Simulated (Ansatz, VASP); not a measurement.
Two plane-wave programs on LaLuAs2

```xyz
4
Lattice="2.1030 1.2142 6.8416 -2.1030 1.2142 6.8416 0.0000 -2.4284 6.8416" Properties=species:S:1:pos:R:3 pbc="T T T"
La    2.1030    1.2142    6.8416
Lu    0.0000    0.0000   10.2624
As    0.0000    0.0000    4.9950
As    0.0000    0.0000   15.5297
```

The cell was built by a generator and needn't be a form met in nature.

Alike in both runs: task single point; functional PBE; k mesh 6 × 6 × 6; occupations fermi-dirac, width 0.02 eV; no spin polarisation.

|  | VASP | Ansatz |
| --- | --- | --- |
| version | VASP 6.6.1 | Ansatz 0.2.0 |
| potentials or method | VASP PAW PBE potentials, release 64 (La, Lu, As) | plane waves, PAW |
| plane-wave cutoff (eV) | 520 | 420 |
| valence electrons in the cell | 46 | 66 |

|  | VASP | Ansatz | Ansatz less VASP |
| --- | --- | --- | --- |
| pressure (GPa) | 0.4 | 0.3 | -0.13 |
| largest component of the traceless stress (GPa) | 0.13 | 0.13 | -0.001 |
| rms of the force components (eV/Å) | 0.028 | 0.019 | -0.0093 |

Atom by atom the forces differ by 0.009 eV/Å (rms over components). With one functional, cell and mesh, what is left measures potentials, basis and numerics. The two sets of potentials don't hold the same shells in valence.

The runs have no spin-orbit coupling, so splittings on La, Lu are missing.
